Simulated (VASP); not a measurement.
# LaPb3: single point with LDA

Crystal: LaPb3.

```
La Pb
1.0
     4.89300    0.00000    0.00000
     0.00000    4.89300    0.00000
     0.00000    0.00000    4.89300
La Pb
1 3
Cartesian
  0.0000 0.0000 0.0000
  0.0000 2.4465 2.4465
  2.4465 0.0000 2.4465
  2.4465 2.4465 0.0000
```

| Property | Result |
| --- | --- |
| Program | VASP 6.6.1 |
| Task | single point |
| Functional | LDA |
| Potentials or basis | VASP PAW LDA potentials, release 64 (La, Pb_d) |
| Cutoff | 520 eV |
| k mesh | 5 × 5 × 5 |
| Occupations | gaussian, width 0.05 eV |
| Spin | no spin polarisation |
| Dipole correction | no |
| Further INCAR settings | ALGO = Normal; EDIFF = 1e-07; NBANDS = 34 |

| Item | Value |
| --- | --- |
| Pressure | -2.0 GPa |
| Band gap on the k mesh | none (metal or under the smearing width) |

Levels at points of the mesh, in eV from the Fermi level:
| k point | band 22 | band 23 | band 24 | band 25 | band 26 | band 27 | band 28 | band 29 | band 30 | band 31 |
| --- | --- | --- | --- | --- | --- | --- | --- | --- | --- | --- |
| (0.00, 0.00, 0.00) | -6.61 | -2.11 | -2.11 | -2.11 | 0.97 | 0.97 | 0.97 | 1.83 | 1.83 | 1.89 |

Run time: 16 s on 1 thread of Intel(R) Xeon(R) 6975P-C (Granite Rapids), with other jobs on the host, peak memory 0.19 GiB.

The run has no spin-orbit coupling, so splittings on La, Pb are missing.
